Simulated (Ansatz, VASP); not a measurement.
## CaGe2N3 in VASP and in Ansatz

INCAR

```
SYSTEM = CaGe2N3
PREC     = Accurate       ! precision mode
ENCUT    = 520            ! plane-wave cutoff, eV
EDIFF    = 1E-7           ! SCF threshold, eV
ISMEAR   = 0              ! smearing method
SIGMA    = 0.1            ! smearing width, eV
LREAL    = .FALSE.        ! projectors in reciprocal space
LASPH    = .TRUE.         ! aspherical terms in the spheres
NELM     = 80             ! most SCF steps
ALGO     = Normal         ! electronic algorithm
ISIF     = 2              ! what is computed and relaxed
LWAVE    = .FALSE.        ! write WAVECAR
LCHARG   = .FALSE.        ! write CHGCAR
GGA      = PE             ! functional
NBANDS   = 36             ! bands
```

Contents of KPOINTS:

```
Automatic mesh
0
G
  6 6 4
  0 0 0
```

The input POSCAR:

```
CaGe2N3
1.0
    4.1793268300      0.0000000000      0.0000000000
   -2.0896634200      3.6194032100      0.0000000000
    0.0000000000      0.0000000000      6.8635292300
Ca Ge N
1 2 3
Direct
    0.0000000000      0.0000000000      0.5000000000
    0.0000000000      0.0000000000      0.8480256300
    0.0000000000      0.0000000000      0.1519743700
    0.5000000000      0.0000000000      0.0000000000
    0.0000000000      0.5000000000      0.0000000000
    0.5000000000      0.5000000000      0.0000000000
```

Input for Ansatz:

```yaml
crystal:
  lattice:
    - [4.17932683, 0.0, 0.0]
    - [-2.08966342, 3.61940321, 0.0]
    - [0.0, 0.0, 6.86352923]
  atoms:
    - { symbol: Ca, position: [0.0, 0.0, 0.5] }
    - { symbol: Ge, position: [0.0, 0.0, 0.84802563] }
    - { symbol: Ge, position: [0.0, 0.0, 0.15197437] }
    - { symbol: "N", position: [0.5, 0.0, 0.0] }
    - { symbol: "N", position: [0.0, 0.5, 0.0] }
    - { symbol: "N", position: [0.5, 0.5, 0.0] }
basis:
  ecutwfc: 420
kpoints:
  mp_grid: { grid: [6, 6, 4] }
hamiltonian:
  xc: pbe
scf:
  occupations: { method: gaussian, width: 0.1 }
  lower_state_search: "off"
output:
  forces: true
  stress: true
  eigenvalues: true
```

Alike in both runs: task single point; functional PBE; k mesh 6 × 6 × 4; occupations gaussian, width 0.1 eV; no spin polarisation.

|  | VASP | Ansatz |
| --- | --- | --- |
| version | VASP 6.6.1 | Ansatz 0.2.0 |
| potentials or method | VASP PAW PBE potentials, release 64 (Ca_sv, Ge_d, N) | scalar-relativistic, plane waves, PAW |
| plane-wave cutoff (eV) | 520 | 420 |
| valence electrons in the cell | 53 | 53 |

|  | VASP | Ansatz | Ansatz less VASP |
| --- | --- | --- | --- |
| gap on the k mesh at the Fermi level (eV) | none | none | - |
| pressure (GPa) | 18.3 | 18.2 | -0.11 |
| largest component of the traceless stress (GPa) | 37.15 | 37.10 | -0.051 |
| rms of the force components (eV/Å) | 0.568 | 0.569 | +0.0017 |

Atom by atom the forces differ by 0.002 eV/Å (rms over components). A gap of «none» marks a metal or a gap that the smearing closes.

Caveats: so large a pressure means that the cell lies far from this level's equilibrium, or that cutoff or potentials fall short (VASP); forces of over 1 eV/Å show positions far from the minimum, so gaps and moduli don't describe the material at rest.
